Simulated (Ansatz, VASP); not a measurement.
This is a calculation of GaSn for VASP 6.6.1.

Contents of INCAR:

```
PREC = Accurate
ENCUT = 600
EDIFF = 1E-6
ISMEAR = -1
SIGMA = 0.05
LREAL = F
LASPH = T
NELM = 100
ALGO = Normal
ISIF = 3
LWAVE = F
LCHARG = F
METAGGA = R2SCAN
LMIXTAU = T
IBRION = 2
NSW = 40
EDIFFG = -0.02
```

KPOINTS

```
regular mesh
0
Gamma
  8 8 8
```

File POSCAR:

```
GaSn
1.0
    0.0000000000      2.9028814200      3.0982155700
    2.7292512900      0.0000000000      3.0982155700
    2.7292512900      2.9028814200      0.0000000000
Ga Sn
1 1
Direct
    0.5000000000      0.5000000000      0.5000000000
    0.0000000000      0.0000000000      0.0000000000
```

Potentials or basis: VASP PAW PBE potentials, release 64 (Ga_d, Sn_d).

The run is started by

```bash
$ cat potpaw_PBE.64/Ga_d/POTCAR potpaw_PBE.64/Sn_d/POTCAR > POTCAR
$ mpirun -np 1 vasp_std > vasp.out
```

**Question.** Set up the same calculation for Ansatz 0.2.0. Potentials there: Ansatz PAW.

**Answer.** As run (the cutoff follows the program's own potentials):

File input.yaml:

```yaml
crystal:
  lattice:
    - [0.0, 2.90288142, 3.09821557]
    - [2.72925129, 0.0, 3.09821557]
    - [2.72925129, 2.90288142, 0.0]
  atoms:
    - { symbol: Ga, position: [0.5, 0.5, 0.5] }
    - { symbol: Sn, position: [0.0, 0.0, 0.0] }
hamiltonian:
  xc: r2scan
  pseudopotentials: { kind: paw }
kpoints:
  mp_grid: { grid: [8, 8, 8] }
scf:
  occupations: { method: fermi_dirac, width: 0.05 }
output:
  forces: true
  stress: true
  eigenvalues: true
relax:
  f_tol: 0.01
  max_steps: 40
  cell: { stress_tol: 0.05 }
```

Potentials or basis: Ansatz PAW.

Command:

```sh
$ ansatz run input.yaml --threads 2 --pin off --max-ram 5632MiB --backend cpu --events-out ev --progress --plain --runs-dir out
```

Both were run:

|  | VASP | Ansatz | Ansatz less VASP |
| --- | --- | --- | --- |
| gap on the k mesh at the Fermi level, each at its own relaxed structure (eV) | none | none | - |
| relaxed volume (Å³/atom) | 23.53 | 23.55 | +0.021 |
| relaxed cell length with the largest relative difference (Å) | 4.052 | 4.053 | +0.0018 |
| energy change over the relaxation (meV/atom) | -63 | -63 | +0.3 |

A gap of «none» marks a metal or a gap that the smearing closes.

Caveats: the PAW data sets were made with another functional, which shifts forces and pressure a little (VASP); the plane-wave basis is chosen anew once the cell has moved, so the energies of steps on either side of that aren't comparable (Ansatz); the PAW data sets come from PBE, with cores solved anew for the run's functional, which leaves a small shift of forces and pressure (Ansatz).
